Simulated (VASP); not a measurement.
Output of a VASP run:

**OSZICAR**
```
       N       E                     dE             d eps       ncg     rms          rms(c)
DAV:   1     0.243586201298E+03    0.24359E+03   -0.12282E+04  1584   0.106E+03
DAV:   2    -0.911712824230E+01   -0.25270E+03   -0.24608E+03  1620   0.394E+02
DAV:   3    -0.291333543820E+02   -0.20016E+02   -0.19049E+02  2530   0.833E+01
DAV:   4    -0.301316630598E+02   -0.99831E+00   -0.98734E+00  2352   0.210E+01
DAV:   5    -0.301739570013E+02   -0.42294E-01   -0.42164E-01  2538   0.332E+00    0.130E+01
DAV:   6    -0.272719704162E+02    0.29020E+01   -0.34099E+01  2316   0.376E+01    0.550E+00
DAV:   7    -0.270866344175E+02    0.18534E+00   -0.12251E+00  2088   0.930E+00    0.246E+00
DAV:   8    -0.270595932482E+02    0.27041E-01   -0.24581E-01  2358   0.399E+00    0.879E-01
DAV:   9    -0.270606638693E+02   -0.10706E-02   -0.98253E-02  2382   0.320E+00    0.827E-01
DAV:  10    -0.270496102957E+02    0.11054E-01   -0.35402E-02  2374   0.191E+00    0.102E-01
DAV:  11    -0.270496536827E+02   -0.43387E-04   -0.18261E-03  1938   0.380E-01    0.491E-02
DAV:  12    -0.270496473495E+02    0.63332E-05   -0.15741E-04  2372   0.129E-01    0.321E-02
DAV:  13    -0.270496408586E+02    0.64909E-05   -0.70890E-05  2532   0.770E-02    0.987E-03
DAV:  14    -0.270496425951E+02   -0.17365E-05   -0.50106E-06  2022   0.197E-02    0.246E-03
DAV:  15    -0.270496422925E+02    0.30266E-06   -0.46283E-07  1194   0.632E-03
   1 F= -.27049642E+02 E0= -.26968115E+02  d E =-.163055E+00
```

**OUTCAR**
```
------------------------ aborting loop because EDIFF is reached ----------------------------------------
  FORCE on cell =-STRESS in cart. coord.  units (eV):
  Direction    XX          YY          ZZ          XY          YZ          ZX
  --------------------------------------------------------------------------------------
  Total      -11.1044979    -11.0551791    -11.0887151     -0.0356681      0.0190826      0.0353954
  in kB     -225.2889246   -224.2883423   -224.9687221     -0.7236366      0.3871487      0.7181047
  external PRESSURE =    -224.8486630 kB  Pullay stress =       0.0000000 kB
  volume of cell :       78.97
      direct lattice vectors                 reciprocal lattice vectors
     4.290322000  0.000000000  0.000000000     0.233082738  0.000000000  0.000000000
     0.000000000  4.290322000  0.000000000     0.000000000  0.233082738  0.000000000
     0.000000000  0.000000000  4.290322000     0.000000000  0.000000000  0.233082738
 POSITION                                       TOTAL-FORCE (eV/Angst)
 -----------------------------------------------------------------------------------
      4.26842      2.15501      2.10722        -0.109674      0.120604      0.117659
      2.16231      2.14466      0.01309         0.006668      0.136564      0.100117
      2.15005      4.25615      2.14515         0.025232     -0.142525      0.061042
      4.29018      0.02482      0.02486         0.077773     -0.114643     -0.278818
 -----------------------------------------------------------------------------------
    total drift:                               -0.000049      0.000076     -0.000183
  FREE ENERGIE OF THE ION-ELECTRON SYSTEM (eV)
  ---------------------------------------------------
  free  energy   TOTEN  =       -27.0496422925 eV

  energy  without entropy=      -26.8865876840  energy(sigma->0) =      -26.96811499
```
(Selected blocks of OUTCAR.)

### POSCAR
```
CaIr3
1
    4.2903220000     0.0000000000     0.0000000000
    0.0000000000     4.2903220000     0.0000000000
    0.0000000000     0.0000000000     4.2903220000
Ir Ca
3 1
Direct
 -0.0051050000   0.5022960000   0.4911570000
  0.5039970000   0.4998840000   0.0030520000
  0.5011400000  -0.0079650000   0.4999980000
 -0.0000320000   0.0057850000   0.0057940000
```

Q: Write an INCAR and KPOINTS that could have produced this output.

A: One answer among several that fit: the input of the run itself, PBE GGA, plane waves, VASP's PBE PAW potentials (set 64).

INCAR:
```
! general
SYSTEM  = CaIr3
PREC    = Accurate
ENCUT   = 300
LREAL   = .False.
LASPH   = .True.

! electronic loop
EDIFF   = 1E-6
NELM    = 100
ALGO    = Normal
LMAXMIX = 6

! smearing
ISMEAR  = -1
SIGMA   = 0.1

! functional
GGA     = PE

! ions
ISIF    = 2

! output
LWAVE   = .False.
LCHARG  = .False.
```

**KPOINTS**
```
Automatic mesh
0
Gamma
4 4 4
0 0 0
```

POTCAR, in this order: Ir Ca_sv (PBE.64 set). Program: vasp_std.

At this cut-off the stress carries a Pulay error, which pulls relaxed volumes low.

The structure was generated: CaIr3 was put into an ordered model structure, which need not be its known phase. The cell was not relaxed at this level, atoms are displaced from their ideal sites. The k-mesh is coarse (spacing up to 0.37 per Å, 2π included), so the numbers may not be converged in it. The electron count is odd and the run is not spin-polarised, which forces a metal.
